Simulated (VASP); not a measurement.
Crystal: Ga2SnO.

```
Ga Sn O
1.0
     3.69000    0.00000    0.00000
     0.00000    3.69000    0.00000
     0.00000    0.00000    5.21000
Ga Sn O
2 1 1
Direct
  0.50000 0.00000 0.70000
  0.00000 0.50000 0.30000
  0.00000 0.00000 0.00000
  0.50000 0.50000 0.50000
```

The cell was built by a generator and needn't be a form met in nature.

* Program: VASP 6.6.1
* Task: relaxation of cell and atoms
* Functional: PBE
* Potentials or basis: VASP PAW PBE potentials, release 64 (Ga_d, Sn_d, O)
* Cutoff: 520 eV
* k mesh: 4 × 4 × 3
* Occupations: gaussian, width 0.15 eV
* Spin: no spin polarisation

At the start: pressure 16.3 GPa; volume 17.73 Å³/atom.

Problem. How do energy, volume and symmetry change on relaxing?

Solution. Over 13 steps the energy falls by 312.5 meV/atom and the volume is 20.48 Å³/atom (+15.5 %); space group P-4m2 (No. 115, to 0.05 Å).

The path:
| step | energy change (eV) | largest force (eV/Å) | pressure (GPa) | volume (Å³) |
| --- | --- | --- | --- | --- |
| 1 | 0.0000 | 3.0118 | 16.33 | 70.94 |
| 2 | -1.0405 | 0.4338 | -4.79 | 91.10 |
| 3 | -1.0876 | 0.8193 | -2.18 | 86.96 |
| 4 | -1.2167 | 0.1732 | -1.89 | 84.55 |
| 5 | -1.2433 | 0.2250 | -0.63 | 82.82 |
| 6 | -1.2434 | 0.1331 | -0.70 | 82.90 |
| 7 | -1.2465 | 0.0654 | 0.55 | 81.81 |
| 8 | -1.2464 | 0.1616 | -0.57 | 81.99 |
| 9 | -1.2465 | 0.0564 | 1.20 | 81.84 |
| 10 | -1.2465 | 0.1463 | -0.01 | 81.92 |
| 11 | -1.2465 | 0.0878 | 0.13 | 81.89 |
| 12 | -1.2465 | 0.0923 | 0.35 | 81.87 |
| 13 | -1.2501 | 0.0152 | 0.16 | 81.91 |

Final structure:
```yaml
crystal:
  lattice:
    - [3.73299, 0.00000, 0.00000]
    - [0.00000, 3.73299, 0.00000]
    - [0.00000, 0.00000, 5.87807]
  atoms:
    - { symbol: Ga, position: [0.50000, 0.00000, 0.66653] }
    - { symbol: Ga, position: [0.00000, 0.50000, 0.33347] }
    - { symbol: Sn, position: [0.00000, 0.00000, 0.00000] }
    - { symbol: O, position: [0.50000, 0.50000, 0.50000] }
```

Caveat: the k mesh is coarse (spacing up to 0.43 Å⁻¹), so the values aren't converged; the volume moved by over 15 % at a fixed basis, so the end points are rough.
